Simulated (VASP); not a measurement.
OSZICAR of a VASP run on GdN (rock salt):

**OSZICAR**
```
       N       E                     dE             d eps       ncg     rms          rms(c)
DAV:   1     0.928951411661E+02    0.92895E+02   -0.76385E+03  2296   0.133E+03
DAV:   2     0.238539325785E+02   -0.69041E+02   -0.64820E+02  2830   0.276E+02
DAV:   3     0.192963627261E+02   -0.45576E+01   -0.44446E+01  3228   0.547E+01
DAV:   4     0.192148017671E+02   -0.81561E-01   -0.81421E-01  3077   0.648E+00
DAV:   5     0.192133173122E+02   -0.14845E-02   -0.14837E-02  3179   0.705E-01    0.333E+01
DAV:   6     0.129836190186E+02   -0.62297E+01   -0.11305E+01  2294   0.364E+01    0.215E+01
DAV:   7     0.137560478928E+02    0.77243E+00   -0.87312E-01  2637   0.118E+01    0.110E+01
DAV:   8     0.131673032320E+02   -0.58874E+00   -0.84911E-01  2333   0.132E+01    0.528E-01
DAV:   9     0.124261929795E+02   -0.74111E+00   -0.57977E-01  2381   0.939E+00    0.204E+00
DAV:  10     0.123842767479E+02   -0.41916E-01   -0.25194E-02  2702   0.207E+00    0.144E+00
DAV:  11     0.123788060404E+02   -0.54707E-02   -0.15986E-01  2660   0.223E+00    0.138E+00
DAV:  12     0.123860861802E+02    0.72801E-02   -0.20703E-02  2656   0.106E+00    0.657E-01
DAV:  13     0.123869531400E+02    0.86696E-03   -0.24817E-03  2522   0.498E-01    0.151E-01
DAV:  14     0.123837659170E+02   -0.31872E-02   -0.36966E-03  2784   0.456E-01    0.777E-02
DAV:  15     0.123837703256E+02    0.44086E-05   -0.10235E-04  2654   0.121E-01    0.810E-02
DAV:  16     0.123837561386E+02   -0.14187E-04   -0.24278E-05  2903   0.381E-02    0.385E-02
DAV:  17     0.123837531521E+02   -0.29866E-05   -0.90858E-06  2564   0.344E-02    0.129E-02
DAV:  18     0.123837488544E+02   -0.42977E-05   -0.23235E-06  3015   0.122E-02    0.171E-03
DAV:  19     0.123837480168E+02   -0.83762E-06   -0.30756E-07  2572   0.492E-03    0.341E-03
DAV:  20     0.123837484686E+02    0.45181E-06   -0.28236E-07  2365   0.343E-03    0.109E-03
DAV:  21     0.123837481814E+02   -0.28721E-06   -0.32977E-08  1456   0.185E-03    0.155E-03
DAV:  22     0.123837479564E+02   -0.22500E-06   -0.13678E-08  1423   0.127E-03    0.114E-03
DAV:  23     0.123837479494E+02   -0.70056E-08   -0.16284E-09  1390   0.448E-04
   1 F= 0.12383748E+02 E0= 0.12383748E+02  d E =0.000000E+00
       N       E                     dE             ncg
```

Question: Which electronic solver shows in the log?

Answer: It is blocked Davidson (ALGO = Normal, or the opening steps of other solvers). The INCAR had ALGO = Normal.

Question: Can the final energy be trusted as converged?

Answer: The calculation finished and met its thresholds. It stopped with EDIFF = 1E-7, NELM = 100 (revTPSS meta-GGA, plane waves, VASP's PBE PAW potentials (set 64)). The 4f electrons are frozen in the core of the lanthanide potential, so 4f levels, which can set the real gap, and their magnetism are missing.

The compound is GdN in the rock salt structure. It was relaxed first.
